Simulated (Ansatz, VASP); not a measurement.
## RbTcF3: VASP beside Ansatz

Wanted: the spread between two codes on one cell, functional and k mesh. The cell is generated by rule, not measured, and may not be a known phase. The two relaxations start from unlike cells of this crystal (the structure described is Ansatz's start), so only their ends are compared.

Main program and level: Ansatz 0.2.0; plane waves, with VASP 6.6.1 beside it; relaxation of cell and atoms at PBEsol.

The structure was built from a prototype and need not be the compound's stable phase.

## (1) The structure

The structure is cubic, space group Pm-3m (No. 221). Conventional cell: a = 4.415 Å, b = 4.415 Å, c = 4.415 Å, α = 90.00°, β = 90.00°, γ = 90.00°. Rb has 12 F at 3.12 Å nearest. Nearest to Tc lie 6 F at 2.21 Å. F has 2 Tc at 2.21 Å and 4 Rb at 3.12 Å nearest. Farther neighbours and most contacts between anions are not listed.

## (2) Ansatz: relaxation of cell and atoms, PBEsol

Ansatz runs on its default PAW (the set named soft_2) files.

The relaxed volume is the usual yardstick between codes: in a stiff, nearly cubic crystal its relative difference is about their pressure difference at one cell divided by the bulk modulus.

input.yaml

```yaml
crystal:
  lattice:
    - [4.4154, 0.0, 0.0]
    - [0.0, 4.4154, 0.0]
    - [0.0, 0.0, 4.4154]
  atoms:
    - { symbol: Rb, position: [0.0, 0.0, 0.0] }
    - { symbol: Tc, position: [0.5, 0.5, 0.5] }
    - { symbol: F, position: [0.5, 0.5, 0.0] }
    - { symbol: F, position: [0.5, 0.0, 0.5] }
    - { symbol: F, position: [0.0, 0.5, 0.5] }
kpoints:
  mp_grid: { grid: [6, 6, 6] }
hamiltonian:
  xc: pbesol
scf:
  occupations: { method: fermi_dirac, width: 0.02 }
relax:
  f_tol: 0.01
  max_steps: 80
  cell: {}
```

Command:

```console
ansatz run input.yaml --threads 4 --pin off --max-ram 9216MiB --backend cpu --events-out ev --progress --plain --runs-dir out
```

Numbers of over 12 decimals in the logs are rounded to 6 here.

Output:

```text
Engine: ansatz 0.2.0, x86_64-unknown-linux-gnu
Pseudopotentials: kind: paw
Pseudopotential: Rb, paw, valence charge 9, recommended cutoff 420 eV (normal), Rb.paw.azcp
Pseudopotential: Tc, paw, valence charge 15, recommended cutoff 500 eV (normal), Tc.paw.azcp
Pseudopotential: F, paw, valence charge 7, recommended cutoff 420 eV (normal), F.paw.azcp
Functional definition: PBEsol
  exchange = pbesol_x
  correlation = pbesol_c
Crystal: 5 atoms, lattice volume = 86.082 Å³
Basis set: ecut = 500 eV, 2109 PW (Γ), exchange–correlation on 72×72×72 points (8 copies of the dense FFT grid, shifted against one another)
Bands: 28, of which v1, the nominal top of the filled ones, is band 23 counted from 1 (22 counted from 0)
Symmetry: 48 space group operations
Space group: Pm-3m (ITA 221), of the structure as read, at distance tolerance 4.4e-5 Å
k-points: 20 of 216
Non-local potential: Rb, projectors of the file, l = 0: 3, l = 1: 2, l = 2: 2
Non-local potential: Tc, projectors of the file, l = 0: 3, l = 1: 3, l = 2: 2, l = 3: 2
Non-local potential: F, projectors of the file, l = 0: 2, l = 1: 2, l = 2: 1
PAW form: soft (Blöchl's): semilocal exchange-correlation on the pseudo side does not see the compensation charge
PAW frozen core: Rb, regenerated for the run's functional, and the local potential with it (the file was generated under x = pbe(κ = 0.804, μ = 0.219515), c = pbe(β = 0.066725))
PAW frozen core: Tc, regenerated for the run's functional, and the local potential with it (the file was generated under x = pbe(κ = 0.804, μ = 0.219515), c = pbe(β = 0.066725))
PAW frozen core: F, regenerated for the run's functional, and the local potential with it (the file was generated under x = pbe(κ = 0.804, μ = 0.219515), c = pbe(β = 0.066725))
PAW one-centre angular grid: Rb, 110 points (default); XC on 64 Gauss nodes
PAW one-centre angular grid: Tc, 590 points (default); XC on 64 Gauss nodes
PAW one-centre angular grid: F, 110 points (default); XC on 64 Gauss nodes
Initial density: superposition of atomic densities (chi_scale 0.1, normalization cell, long waves kept (reshape's long-wave potential 0.00 eV rms))
Initial wavefunctions: pseudopotential atomic-orbital guess
Functional: x = pbesol(κ = 0.804, μ = 0.123457), c = pbesol(β = 0.046)
SCF iter   1: F=—  HF=-10968.750413 eV  |F-HF|=—  |Δ(HF+E_count)|=         —  Δρ=3.08e-1  dr2=9.07e1  ethr=3.10e-3  ⟨swp⟩=6.5  Hψ=2413  notcnv=0
preconditioner: auto → Resta (q_TF=auto, 2.449 Å⁻¹)  ε∞=5.8  [insulator: Δε(μ)=0.076 eV  Ē_g=10.752 eV  σ=0.020 eV  W_gap=0.57  n_scr=18 (ndim 8)  ℏωp=23.7 eV  f_vac=0.009  D(μ)=7.53/eV (n_scr^D=80)  ε∞_Penn≈5.8]
SCF iter   2: F=—  HF=-10959.260622 eV  |F-HF|=—  |Δ(HF+E_count)|=    9.49e0  Δρ=1.32e-1  dr2=1.86e1  ethr=3.10e-3  ⟨swp⟩=3.2  Hψ=1445  notcnv=0  defer=7
preconditioner: auto → Kerker (q_TF=auto, 2.449 Å⁻¹)  [metal: Δε(μ)=0.006 eV  Ē_g=11.271 eV  σ=0.020 eV  W_gap=0.07  n_scr=18 (ndim 8)  ℏωp=23.7 eV  f_vac=0.024 (ignored in choosing the arm: the first look at the density read no void)  D(μ)=13.53/eV (n_scr^D=250)]
SCF iter   3: F=—  HF=-10956.216463 eV  |F-HF|=—  |Δ(HF+E_count)|=    3.04e0  Δρ=4.49e-2  dr2=2.58e0  ethr=3.10e-3  ⟨swp⟩=3.0  Hψ=1388  notcnv=0  defer=10
SCF iter   4: F=—  HF=-10955.562714 eV  |F-HF|=—  |Δ(HF+E_count)|=   6.54e-1  Δρ=9.55e-3  dr2=8.22e-2  ethr=3.10e-3  ⟨swp⟩=2.7  Hψ=915  notcnv=0  defer=10
SCF iter   5: F=—  HF=-10955.555561 eV  |F-HF|=—  |Δ(HF+E_count)|=   7.15e-3  Δρ=3.54e-3  dr2=2.10e-2  ethr=1.83e-4  ⟨swp⟩=2.6  Hψ=1012  notcnv=0  defer=10
SCF iter   6: F=—  HF=-10955.551171 eV  |F-HF|=—  |Δ(HF+E_count)|=   4.39e-3  Δρ=1.06e-3  dr2=1.28e-3  ethr=4.67e-5  ⟨swp⟩=3.1  Hψ=955  notcnv=0  defer=10
SCF iter   7: F=—  HF=-10955.550922 eV  |F-HF|=—  |Δ(HF+E_count)|=   2.49e-4  Δρ=4.02e-4  dr2=4.38e-4  ethr=2.85e-6  ⟨swp⟩=2.0  Hψ=1042  notcnv=0  defer=10
SCF iter   8: F=—  HF=-10955.550817 eV  |F-HF|=—  |Δ(HF+E_count)|=   1.05e-4  Δρ=1.45e-4  dr2=2.47e-5  ethr=9.73e-7  ⟨swp⟩=2.2  Hψ=842  notcnv=0  defer=10
SCF iter   9: F=—  HF=-10955.550773 eV  |F-HF|=—  |Δ(HF+E_count)|=   4.40e-5  Δρ=3.49e-5  dr2=1.49e-6  ethr=5.50e-8  ⟨swp⟩=2.0  Hψ=825  notcnv=0  defer=10
SCF iter  10: F=-10955.550774 eV  HF=-10955.550774 eV  |F-HF|=9.75e-9  |Δ(HF+E_count)|=   6.18e-7  Δρ=8.16e-6  dr2=5.56e-8  ethr=2.22e-10  ⟨swp⟩=3.5  Hψ=2451  notcnv=0
SCF 1 converged in 10 iterations: F = -10955.550774 eV  dr2 = 5.56e-8
  greatest PAW one-centre occupation: 0.988 electrons in one spin orbital (limit 2), on the Tc atom at site 1 (counted from 0), in its partial waves of l = 0
relax step   1: F+E_penalty+E_count = -10955.55077357 eV  Δ(F+E_penalty+E_count) = +0.000e0 eV  max|allowed force component| = 3.292e-29 eV/Å  Δτ_max = 0.0000 Å  P = -9.791 GPa  Ω = 86.082 Å³  (10 SCF iters, dr2 threshold 1.00e-7 eV, accepted)
[...]
relax step   2: F+E_penalty+E_count = -10955.99813688 eV  Δ(F+E_penalty+E_count) = -4.474e-1 eV  max|allowed force component| = 4.165e-29 eV/Å  Δτ_max = 0.0000 Å  P = -1.501 GPa  Ω = 74.718 Å³  energy of the carried Pulay correction = +8.915e-4 eV  (7 SCF iters, dr2 threshold 5.00e-7 eV, accepted)
[...]
relax step   3: F+E_penalty+E_count = -10956.00341915 eV  Δ(F+E_penalty+E_count) = -5.282e-3 eV  max|allowed force component| = 8.168e-30 eV/Å  Δτ_max = 0.0000 Å  P = +0.606 GPa  Ω = 72.976 Å³  energy of the carried Pulay correction = +1.040e-3 eV  (6 SCF iters, dr2 threshold 5.00e-7 eV, accepted)
[...]
relax step   4: F+E_penalty+E_count = -10956.00427079 eV  Δ(F+E_penalty+E_count) = -8.516e-4 eV  max|allowed force component| = 1.112e-29 eV/Å  Δτ_max = 0.0000 Å  P = -0.020 GPa  Ω = 73.469 Å³  energy of the carried Pulay correction = +9.974e-4 eV  (5 SCF iters, dr2 threshold 5.00e-7 eV, accepted)
[...]
relax step   5: F+E_penalty+E_count = -10956.00293015 eV  Δ(F+E_penalty+E_count) = +1.341e-3 eV  max|allowed force component| = 1.663e-29 eV/Å  Δτ_max = 0.0000 Å  P = -0.006 GPa  Ω = 73.469 Å³  stress off target by 5.54e-3 GPa  SCF on the basis re-selected at this cell (its energy is not comparable with the rows above)  (6 SCF iters)
basis re-selected at this cell: Δ(F+E_penalty+E_count) = +1.341e-3 eV, ΔP = +0.015 GPa vs the last step (what re-selecting the basis moved, of the pressure what is left beyond the Pulay correction that the steps carried, after the strain that the cell walked since its last selection, with what the two solves' SCF thresholds leave and, on support functions, any second-order correction that the steps lacked; it is no measure of the basis error at this ecutwfc). The dense FFT grid was sized anew with the basis: this SCF ran on 32×32×32 points, the steps before it on 36×36×36, so part of this shift can come from that change (see relax.cell in the input reference). [rest of the remark cut]
SCF converged after 6 iterations
Free energy (F): -10956.002930 eV
Harris-Foulkes:  -10956.002930 eV  (|F-HF|=2.36e-11)
Internal energy: -10955.995582 eV  (E = F + TS)
E sigma→0 (E₀):  -10955.999256 eV
Entropy (-TS):   -0.007348 eV (-1.470 meV/atom)
Fermi energy:    10.312659 eV
--- Per-component energies (eV) ---
  E_band       = -319.337748
  E_kinetic    = 1438.429429
  E_local      = -4148.957800  (includes V_loc(G=0)·N_el)
  E_nonlocal   = 687.399191
  E_hartree    = 1396.557491
  E_xc         = -601.029388
  E_vxc        = -732.006918  (∫ρ·V_xc dr)
  E_paw        = -6370.353811  (= ΣΔE_a)
  E_vpaw       = -357.319635  (= ΣTr[D̂ρ^β])
  E_aug_tail   = 0.003027  (compensation charges beyond the density's cutoff)
  E_ewald      = -3358.521564
  E_core_change = 0.477843  (= ΣΔE_core)
  E_smearing   = -0.007348  (= −TS)
  E_closure    = 0.000000  (closes the sum)
  Σ components = -10956.002930   (vs F -10956.002930, Δ=0.00e0)
--- Forces (eV/Å), atoms counted from 1 ---
  atom   1  Rb     0.00000000     0.00000000     0.00000000
  atom   2  Tc     0.00000000    -0.00000000     0.00000000
  atom   3  F      0.00000000    -0.00000000     0.00000000
  atom   4  F     -0.00000000     0.00000000     0.00000000
  atom   5  F      0.00000000     0.00000000     0.00000000
  max |Σ_I F_I| component: 9.80e-30 eV/Å
--- Stress (GPa, compression-positive) ---
       -0.005537      -0.000000      -0.000000
       -0.000000      -0.005537      -0.000000
       -0.000000      -0.000000      -0.005537
  P = ⅓ Tr σ = -0.0055 GPa (-0.055 kbar)
--- Relaxed structure (4 steps of the walk, 4 accepted, 1 SCFs on fresh bases) ---
  F+E_penalty+E_count = -10956.00293015 eV   max|allowed force component| = 1.663e-29 eV/Å   (the final SCF, on the basis selected at the relaxed cell)
  cell:  # Å, volume = 73.4686 Å³
    - [4.188262, 0, 0]
    - [0, 4.188262, 0]
    - [0, 0, 4.188262]
  atoms:
    - { symbol: Rb, position: [0, 0, 0] }
    - { symbol: Tc, position: [0.5, 0.5, 0.5] }
    - { symbol: F, position: [0.5, 0.5, 0] }
    - { symbol: F, position: [0.5, 0, 0.5] }
    - { symbol: F, position: [0, 0.5, 0.5] }
```

The column dr2 measures how far the density is from self-consistency, as an energy; F and HF (Harris–Foulkes) agree once it is small.

## (3) VASP: relaxation of cell and atoms, PBEsol

Its own start cell and the same functional, mesh and smearing now go to VASP, with its own data sets.

Lines of VASP's logs that name or quote its potential files are left out, and so is its time.

INCAR

```
SYSTEM = RbTcF3
PREC = Accurate
ENCUT = 600
EDIFF = 1E-07
NELM = 120
ISMEAR = -1
SIGMA = 0.02
LREAL = .FALSE.
ALGO = Normal
GGA = PS
NBANDS = 27
LASPH = .TRUE.
LORBIT = 11
LWAVE = .FALSE.
LCHARG = .FALSE.
ISIF = 3
IBRION = 2
NSW = 80
EDIFFG = -0.005
GGA_COMPAT = .FALSE.
NELMIN = 4
KPAR = 2
```

POSCAR

```
RbTcF3
1.0
    4.1830826697      0.0000000000      0.0000000000
    0.0000000000      4.1830826697      0.0000000000
    0.0000000000      0.0000000000      4.1830826697
Rb Tc F
1 1 3
Direct
    0.0000000000      0.0000000000      0.0000000000
    0.5000000000      0.5000000000      0.5000000000
    0.5000000000      0.5000000000      0.0000000000
    0.5000000000      0.0000000000      0.5000000000
    0.0000000000      0.5000000000      0.5000000000
```

KPOINTS

```
Automatic mesh
0
Gamma
6 6 6
0 0 0
```

Potentials, in the order of the species: Rb_sv, Tc_pv and F (PBE family, release 64).

Command:

```console
mpirun -np 2 vasp_std
```

Output:

```text
[banner, memory and clock lines left out]
running    2 mpi-ranks, on    1 nodes
 distrk:  each k-point on    1 cores,    2 groups
 distr:  one band on    1 cores,    1 groups

 POSCAR found type information on POSCAR RbTcF
 POSCAR found :  3 types and       5 ions
|                                                                             |
|               ----> ADVICE to this user running VASP <----                  |
|                                                                             |
|     You enforced a specific xc type in the INCAR file but a different       |
|     [... a line on the potential file left out ...]
|     I HOPE YOU KNOW WHAT YOU ARE DOING!                                     |
|                                                                             |

 LDA part: xc-table for (Slater+PW92), standard interpolation
 POSCAR, INCAR and KPOINTS ok, starting setup
 FFT: planning ... GRIDC
 FFT: planning ... GRID_SOFT
 FFT: planning ... GRID
 WAVECAR not read
 entering main loop
       N       E                     dE             d eps       ncg     rms          rms(c)
DAV:   1     0.431439371989E+03    0.43144E+03   -0.27448E+04  1080   0.176E+03
DAV:   2    -0.793808320989E+01   -0.43938E+03   -0.43354E+03  1298   0.418E+02
DAV:   3    -0.279213550949E+02   -0.19983E+02   -0.19849E+02  1202   0.965E+01
DAV:   4    -0.284580367434E+02   -0.53668E+00   -0.53513E+00  1628   0.136E+01
DAV:   5    -0.284641867528E+02   -0.61500E-02   -0.61496E-02  1244   0.133E+00    0.165E+01
DAV:   6    -0.266327027957E+02    0.18315E+01   -0.86791E+00  1196   0.236E+01    0.773E+00
DAV:   7    -0.265794227485E+02    0.53280E-01   -0.57117E-01  1160   0.598E+00    0.552E+00
DAV:   8    -0.265691439365E+02    0.10279E-01   -0.84949E-02  1198   0.254E+00    0.636E-01
DAV:   9    -0.265665510939E+02    0.25928E-02   -0.16090E-02  1191   0.869E-01    0.136E-01
DAV:  10    -0.265667728157E+02   -0.22172E-03   -0.16288E-03  1281   0.248E-01    0.900E-02
DAV:  11    -0.265668426508E+02   -0.69835E-04   -0.11828E-04  1335   0.771E-02    0.237E-02
DAV:  12    -0.265668618681E+02   -0.19217E-04   -0.19236E-05  1207   0.296E-02    0.650E-03
DAV:  13    -0.265668630876E+02   -0.12195E-05   -0.19518E-06  1229   0.879E-03    0.271E-03
DAV:  14    -0.265668632334E+02   -0.14578E-06   -0.29693E-07  1038   0.338E-03    0.646E-04
DAV:  15    -0.265668632469E+02   -0.13442E-07   -0.23608E-08   657   0.951E-04
   1 F= -.26566863E+02 E0= -.26563191E+02  d E =-.265669E+02
 curvature:   0.00 expect dE= 0.000E+00 dE for cont linesearch  0.000E+00
 trial: gam= 0.00000 g(F)=  0.000E+00 g(S)=  0.357E-04 ort = 0.000E+00 (trialstep = 0.100E+01)
 search vector abs. value=  0.357E-04
 bond charge predicted
       N       E                     dE             d eps       ncg     rms          rms(c)
DAV:   1    -0.265673317307E+02   -0.46850E-03   -0.11134E-02  1145   0.857E-01    0.177E-01
DAV:   2    -0.265669133802E+02    0.41835E-03   -0.14276E-03  1137   0.271E-01    0.411E-02
DAV:   3    -0.265668803429E+02    0.33037E-04   -0.12843E-04  1107   0.833E-02    0.145E-02
DAV:   4    -0.265668790793E+02    0.12636E-05   -0.94847E-06  1388   0.181E-02    0.778E-03
DAV:   5    -0.265668784229E+02    0.65634E-06   -0.18206E-06  1541   0.870E-03    0.297E-03
DAV:   6    -0.265668780317E+02    0.39125E-06   -0.26705E-07  1220   0.327E-03    0.114E-03
DAV:   7    -0.265668778094E+02    0.22232E-06   -0.26732E-08   579   0.112E-03    0.225E-04
DAV:   8    -0.265668778000E+02    0.93687E-08   -0.37922E-09   558   0.325E-04
   2 F= -.26566878E+02 E0= -.26563205E+02  d E =-.145531E-04
 trial-energy change:   -0.000015  1 .order   -0.000014   -0.000036    0.000007
 step:   0.8305(harm=  0.8305)  dis= 0.00000  next Energy=   -26.566878 (dE=-0.148E-04)
 reached required accuracy - stopping structural energy minimisation
```

[end of part 1 of 2]

[Lines on the potential files, build, host, timing and source positions are cut from VASP's logs without a mark.]

[Logs are printed without paths, hosts, clocks, repeated set-up lines and the standing remarks that a program may print on its own settings, such as how far it seeks lower states.]

[Hosts, paths, dates, database ids (printed as entryN), source tags and the programs' standing remarks are cut or masked in the printed files.]
